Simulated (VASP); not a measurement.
Here is a VASP 6.6.1 calculation.

File POSCAR:

```
WS2
1.0
    3.1800000000      0.0000000000      0.0000000000
   -1.5900000000      2.7539607800      0.0000000000
    0.0000000000      0.0000000000     12.5000000000
W S
2 4
Direct
    0.3333333300      0.6666666700      0.2500000000
    0.6666666700      0.3333333300      0.7500000000
    0.3333333300      0.6666666700      0.6250000000
    0.6666666700      0.3333333300      0.1250000000
    0.3333333300      0.6666666700      0.8750000000
    0.6666666700      0.3333333300      0.3750000000
```

INCAR.step1

```
  PREC = Accurate
  ENCUT = 520
  EDIFF = 1E-6
  ISMEAR = 0
  SIGMA = 0.02
  LREAL = False
  LASPH = True
  NELM = 60
  ALGO = Normal
  ISIF = 2
  LWAVE = False
  LCHARG = True
  MAGMOM = 0 0 0 0 0 0 0 0 0 0 0 0 0 0 0 0 0 0
  LORBIT = 11
  LSORBIT = True
  GGA_COMPAT = False
  LMAXMIX = 4
  GGA = PE
```

The input KPOINTS.step1:

```
regular mesh
0
Gamma
  12 12 4
```

File INCAR.step2:

```
  PREC = Accurate
  ENCUT = 520
  EDIFF = 1E-6
  ISMEAR = 0
  SIGMA = 0.05
  LREAL = False
  LASPH = True
  NELM = 60
  ALGO = Normal
  ISIF = 2
  LWAVE = False
  LCHARG = False
  MAGMOM = 0 0 0 0 0 0 0 0 0 0 0 0 0 0 0 0 0 0
  LORBIT = 11
  LSORBIT = True
  GGA_COMPAT = False
  LMAXMIX = 4
  GGA = PE
  ICHARG = 11
```

The input KPOINTS.step2:

```
path GMKGALHA,LM,KH
10
line-mode
reciprocal
 0.0000000000  0.0000000000  0.0000000000  G
 0.5000000000  0.0000000000  0.0000000000  M

 0.5000000000  0.0000000000  0.0000000000  M
 0.3333333333  0.3333333333  0.0000000000  K

 0.3333333333  0.3333333333  0.0000000000  K
 0.0000000000  0.0000000000  0.0000000000  G

 0.0000000000  0.0000000000  0.0000000000  G
 0.0000000000  0.0000000000  0.5000000000  A

 0.0000000000  0.0000000000  0.5000000000  A
 0.5000000000  0.0000000000  0.5000000000  L

 0.5000000000  0.0000000000  0.5000000000  L
 0.3333333333  0.3333333333  0.5000000000  H

 0.3333333333  0.3333333333  0.5000000000  H
 0.0000000000  0.0000000000  0.5000000000  A

 0.5000000000  0.0000000000  0.5000000000  L
 0.5000000000  0.0000000000  0.0000000000  M

 0.3333333333  0.3333333333  0.0000000000  K
 0.3333333333  0.3333333333  0.5000000000  H
```

Potentials or basis: VASP PAW PBE potentials, release 64 (W_sv, S).

The run is started by

```bash
$ cat potpaw_PBE.64/W_sv/POTCAR potpaw_PBE.64/S/POTCAR > POTCAR
$ cp INCAR.step1 INCAR
$ cp KPOINTS.step1 KPOINTS
$ mpirun -np 1 vasp_ncl > vasp.out
$ cp INCAR.step2 INCAR
$ cp KPOINTS.step2 KPOINTS
$ mpirun -np 1 vasp_ncl > vasp.out
```

Question: Estimate the net moment.

Answer: 0.00 μB per cell.

Moments on the atoms (μB; x, y, z):
```
W   0.00 0.00 0.00
W   0.00 0.00 0.00
S   0.00 0.00 0.00
S   0.00 0.00 0.00
S   0.00 0.00 0.00
S   0.00 0.00 0.00
```
